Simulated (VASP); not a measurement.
Input:

```xyz
2
Lattice="0.0000 3.6271 3.6271 3.6271 0.0000 3.6271 3.6271 3.6271 0.0000" Properties=species:S:1:pos:R:3 pbc="T T T"
Rb     0.0000     0.0000     0.0000
Br     3.6271     3.6271     3.6271
```

The numbers are results of RPBE GGA, VASP's PBE PAW potentials (set 64) (plane waves; VASP), not measurements. Settings: 520 eV cut-off, 6×6×6 Γ-centred mesh, Gaussian smearing of 0.050 eV, potentials Rb_sv Br.

### Question
Estimate the energy per atom (σ→0), band gap (on the k-mesh) with the smallest direct gap where there is one.

### Answer

| Item | Result |
|---|---|
| band gap (on the k-mesh) | 4.26 eV |
| smallest direct gap (on the k-mesh) | 4.26 eV |
| energy per atom (σ→0) | -2.912 eV/atom |

Total energies compare only between runs with the same potentials, cut-off and functional.

The compound is RbBr in the rock salt structure. It was relaxed first, which changed the volume by +17 %. The start is the result of an earlier pass.
